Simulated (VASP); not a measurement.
# How a change of volume changes CoSi2 (Fm-3m)

Wanted: the elastic response of CoSi2 to a change of volume, with a fit that predicts a row left out.

Main program and level: VASP 6.6.1; PBEsol, no spin polarisation; plane waves and PAW (Co, Si); cell typed or built by script, in the first sound run; inputs show where later runs differ.

## (1) The starting structure

It takes space group Fm-3m (No. 225, cubic). The conventional cell has a = 5.365 Å, b = 5.365 Å, c = 5.365 Å, α = 90.00°, β = 90.00°, γ = 90.00°. Co has 8 Si at 2.32 Å nearest. Nearest to Si lie 4 Co at 2.32 Å. Farther neighbours are not listed.

Coordinates:

```cif
data_structure
_symmetry_space_group_name_H-M 'P 1'
_symmetry_Int_Tables_number 1
_cell_length_a 3.7936
_cell_length_b 3.7936
_cell_length_c 3.7936
_cell_angle_alpha 60.000
_cell_angle_beta 60.000
_cell_angle_gamma 60.000
_cell_volume 38.61
loop_
_atom_site_label
_atom_site_type_symbol
_atom_site_fract_x
_atom_site_fract_y
_atom_site_fract_z
_atom_site_occupancy
Co1 Co 0.00000 0.00000 0.00000 1
Si2 Si 0.25000 0.25000 0.25000 1
Si3 Si 0.75000 0.75000 0.75000 1
```

## (2) Relax the crystal, PBEsol

The series starts from the cell that this level prefers, so that zero strain is near zero stress.

This step took 2 runs in a row; the last is shown.

Level: PBEsol, no spin polarisation; plane waves and PAW (Co, Si); cell typed or built by script.

INCAR reads:

```
SYSTEM = CoSi2
PREC = Accurate
ENCUT = 450
EDIFF = 1E-07
NELM = 120
ISMEAR = 1
SIGMA = 0.15
LREAL = .FALSE.
ALGO = Normal
GGA = PS
NBANDS = 14
LASPH = .TRUE.
LORBIT = 11
LWAVE = .FALSE.
LCHARG = .FALSE.
KPAR = 8
IBRION = 2
NSW = 40
ISIF = 3
EDIFFG = -0.005
POTIM = 0.4
```

POSCAR reads:

```
CoSi2
1.0
    0.0000000000      2.6565168648      2.6565168648
    2.6565168648      0.0000000000      2.6565168648
    2.6565168648      2.6565168648      0.0000000000
Co Si
1 2
Direct
    0.0000000000      0.0000000000      0.0000000000
    0.2500000000      0.2500000000      0.2500000000
    0.7500000000      0.7500000000      0.7500000000
```

KPOINTS reads:

```
Automatic mesh
0
Gamma
16 16 16
0 0 0
```

The projector-augmented-wave data sets are Co and Si (PBE family, release 64).

The run is started by

```
mpirun -np 8 vasp_std
```

Log:

```text
[banner, memory and clock lines left out]
running    8 mpi-ranks, on    1 nodes
[...]
|                                                                             |
|           W    W    AA    RRRRR   N    N  II  N    N   GGGG   !!!           |
|           W    W   A  A   R    R  NN   N  II  NN   N  G    G  !!!           |
|           W    W  A    A  R    R  N N  N  II  N N  N  G       !!!           |
|           W WW W  AAAAAA  RRRRR   N  N N  II  N  N N  G  GGG   !            |
|           WW  WW  A    A  R   R   N   NN  II  N   NN  G    G                |
|           W    W  A    A  R    R  N    N  II  N    N   GGGG   !!!           |
|                                                                             |
|     For optimal performance we recommend to set                             |
|       NCORE = 2 up to number-of-cores-per-socket                            |
|     NCORE specifies how many cores store one orbital (NPAR=cpu/NCORE).      |
|     This setting can greatly improve the performance of VASP for DFT.       |
[...]
DAV:   4    -0.209819600683E+02    0.30871E-05   -0.34583E-05  4368   0.461E-02    0.687E-03
DAV:   5    -0.209819594869E+02    0.58140E-06   -0.15189E-06  5540   0.230E-02    0.208E-03
DAV:   6    -0.209819594875E+02   -0.58503E-09   -0.10840E-07  2848   0.346E-03
   2 F= -.20981959E+02 E0= -.20982070E+02  d E =0.105422E-04
 trial-energy change:    0.000011  1 .order    0.000005   -0.000019    0.000029
 step:   0.2621(harm=  0.4024)  dis= 0.00000  next Energy=   -20.981972 (dE=-0.244E-05)
[...]
N       E                     dE             d eps       ncg     rms          rms(c)
DAV:   1    -0.209820543222E+02   -0.94835E-04   -0.82246E-04  4550   0.540E-01    0.850E-02
DAV:   2    -0.209822991510E+02   -0.24483E-03   -0.19402E-03  5058   0.960E-01    0.148E-01
DAV:   3    -0.209819729460E+02    0.32620E-03   -0.97948E-04  4982   0.691E-01    0.152E-02
DAV:   4    -0.209819708332E+02    0.21128E-05   -0.17809E-05  4282   0.347E-02    0.488E-03
DAV:   5    -0.209819706591E+02    0.17414E-06   -0.77986E-07  5482   0.162E-02    0.151E-03
DAV:   6    -0.209819706362E+02    0.22857E-07   -0.51152E-08  2498   0.244E-03
   3 F= -.20981971E+02 E0= -.20982082E+02  d E =-.606499E-06
[...]
reached required accuracy - stopping structural energy minimisation
```

Run time: 15 s. Hardware: 8 MPI ranks of Intel Xeon Platinum 8488C (Sapphire Rapids), shared host; peak memory 1.8 GiB.

The logs omit lines about the potential files and the build; timing stands in the text.

OUTCAR, selected parts (step 2):

```text
  Total        0.0049765      0.0049765      0.0049765      0.0000000      0.0000000     -0.0000000
  in kB        0.2127006      0.2127006      0.2127006      0.0000000      0.0000000     -0.0000000
  external PRESSURE =       0.2127006 kB  Pullay stress =       0.0000000 kB

 POSITION                                       TOTAL-FORCE (eV/Angst)
 -----------------------------------------------------------------------------------
      0.00000      0.00000      0.00000        -0.000000     -0.000000     -0.000000
      1.32816      1.32816      1.32816         0.000000      0.000000     -0.000000
      3.98447      3.98447      3.98447        -0.000000     -0.000000      0.000000
 -----------------------------------------------------------------------------------
    total drift:                               -0.000000     -0.000000      0.000000

  FREE ENERGIE OF THE ION-ELECTRON SYSTEM (eV)
  ---------------------------------------------------
  free  energy   TOTEN  =       -20.9819706362 eV

  energy  without entropy=      -20.9823058089  energy(sigma->0) =      -20.98208236

 reached required accuracy - stopping structural energy minimisation

[... 3 further parts left out ...]
[key lines of the parts left out:]
E-fermi :  10.3094
```

Numbers from this step:

```
energy(sigma→0) of the program : -20.9821 eV
stress, compression positive   : xx, yy, zz 0.02, 0.02, 0.02 GPa
volume                         : 37.486 Å³
ionic steps                    : 3
```

## (3) Relax at fixed volume, PBEsol

One member in full: the volume is scaled by 1.015, and shape and atoms relax at that volume.

Level: PBEsol, no spin polarisation; plane waves and PAW (Co, Si); cell typed or built by script.

Changes to INCAR since step 2:

```diff
@@ -15,7 +15,7 @@
 LCHARG = .FALSE.
-KPAR = 8
+KPAR = 2
 IBRION = 2
 NSW = 40
-ISIF = 3
-EDIFFG = -0.005
+ISIF = 4
+EDIFFG = -0.004
 POTIM = 0.4
```

POSCAR reads:

```
CoSi2
1.0
    0.0000000000      2.6695316629      2.6695316629
    2.6695316629      0.0000000000      2.6695316629
    2.6695316629      2.6695316629      0.0000000000
Co Si
1 2
Direct
    0.0000000000      0.0000000000      0.0000000000
    0.2500000000      0.2500000000      0.2500000000
    0.7500000000      0.7500000000      0.7500000000
```

KPOINTS is that of step 2.

The run is started by

```
mpirun -np 2 vasp_std
```

Log:

```text
[banner, memory and clock lines left out]
running    2 mpi-ranks, on    1 nodes
[...]
[... a notice as in an earlier step ...]

 LDA part: xc-table for (Slater+PW92), standard interpolation
 POSCAR, INCAR and KPOINTS ok, starting setup
[...]
entering main loop
       N       E                     dE             d eps       ncg     rms          rms(c)
DAV:   1     0.580034836342E+02    0.58003E+02   -0.62907E+03  4092   0.103E+03
DAV:   2    -0.193647820114E+02   -0.77368E+02   -0.70374E+02  4210   0.213E+02
DAV:   3    -0.225511100384E+02   -0.31863E+01   -0.31012E+01  5434   0.493E+01
DAV:   4    -0.226116981984E+02   -0.60588E-01   -0.60537E-01  4824   0.657E+00
[...]
DAV:  13    -0.209772220267E+02    0.26203E-05   -0.51032E-06  6076   0.321E-02    0.621E-03
DAV:  14    -0.209772219941E+02    0.32630E-07   -0.11355E-06  6408   0.147E-02    0.289E-03
DAV:  15    -0.209772220899E+02   -0.95826E-07   -0.96359E-08  3020   0.635E-03
   1 F= -.20977222E+02 E0= -.20977358E+02  d E =-.209772E+02
[...]
reached required accuracy - stopping structural energy minimisation
```

Run time: 24 s. Hardware: 2 MPI ranks; peak memory 0.38 GiB.

Parts of OUTCAR (step 3):

```text
  Total       -0.6646574     -0.6646574     -0.6646574     -0.0000000      0.0000000     -0.0000000
  in kB      -27.9880861    -27.9880861    -27.9880861     -0.0000000      0.0000000     -0.0000000
  external PRESSURE =     -27.9880861 kB  Pullay stress =       0.0000000 kB

 POSITION                                       TOTAL-FORCE (eV/Angst)
 -----------------------------------------------------------------------------------
      0.00000      0.00000      0.00000         0.000000     -0.000000      0.000000
      1.33477      1.33477      1.33477        -0.000000      0.000000      0.000000
      4.00430      4.00430      4.00430         0.000000      0.000000     -0.000000
 -----------------------------------------------------------------------------------
    total drift:                               -0.000000     -0.000000      0.000000

  FREE ENERGIE OF THE ION-ELECTRON SYSTEM (eV)
  ---------------------------------------------------
  free  energy   TOTEN  =       -20.9772220899 eV

  energy  without entropy=      -20.9776312195  energy(sigma->0) =      -20.97735847

[... 2 parts as in an earlier step ...]

[... 2 further parts left out ...]
[key lines of the parts left out:]
E-fermi :  10.1067
```

This run gave:

```
energy(sigma→0) of the program : -20.9774 eV
stress, compression positive   : xx, yy, zz -2.80, -2.80, -2.80 GPa
ionic steps                    : 1
```

## (4) The whole series

The other members went through these steps as far as the tables show, with the same cutoff and, step by step, the same mesh; 9 runs are not shown. The session took 0.19 core hours (wall time by ranks) on a shared machine.

| volume over the relaxed volume | volume (Å³/atom) | pressure (GPa) | energy above the unstrained row, extrapolated to no smearing (meV/atom) |
| --- | --- | --- | --- |
| 0.940 | 11.746 | 13.856 | 30.986 |
| 0.955 | 11.933 | 9.890 | 17.007 |
| 0.970 | 12.120 | 6.307 | 7.409 |
| 0.985 | 12.308 | 3.000 | 1.846 |
| 1 | 12.495 | -0.051 | 0.000 |
| 1.015 | 12.683 | -2.799 | 1.574 |
| 1.030 | 12.870 | ? | ? |
| 1.045 | 13.058 | -7.761 | 13.917 |
| 1.060 | 13.245 | -9.922 | 24.207 |

## (5) A fit to the known rows

A least-squares cubic through the 8 rows shown, with u the logarithm of the volume ratio: pressure = − 783.4 u³ + 451.5 u² − 193.5 u − 0.03548 (GPa), r.m.s. residual 0.013 GPa.

At u = 0.02956 this predicts -5.380 GPa.

## (6) Checking the prediction

The calculation gives -5.383 GPa, so the prediction is 0.003 GPa too high.

A cubic of the pressure in ln(V/V₀) through all rows has the slope −B at V₀: B = 193 GPa, and its curvature gives B′ = 4.7.

## (7) Outcome

```yaml
error_of_the_predicted_pressure: 0.003 GPa
bulk_modulus: 193 GPa
```

The slope of the energy gives 0.08 GPa at the relaxed volume where the pressure column has -0.05 GPa, a mark of the finite basis or of the smearing. These are static values: temperature and zero-point motion are left out. In a metal the slopes also depend on mesh and smearing, which were held through the series.

[Lines on the potential files, build, host, timing and source positions are cut from VASP's logs without a mark.]

[Logs are printed without paths, hosts, clocks, repeated set-up lines and the standing remarks that a program may print on its own settings, such as how far it seeks lower states.]

[Hosts, paths, dates, database ids (printed as entryN), source tags and the programs' standing remarks are cut or masked in the printed files.]

[In band tables of VASP the shares of atoms and orbitals are scaled to a sum of 1 inside the atoms' spheres.]
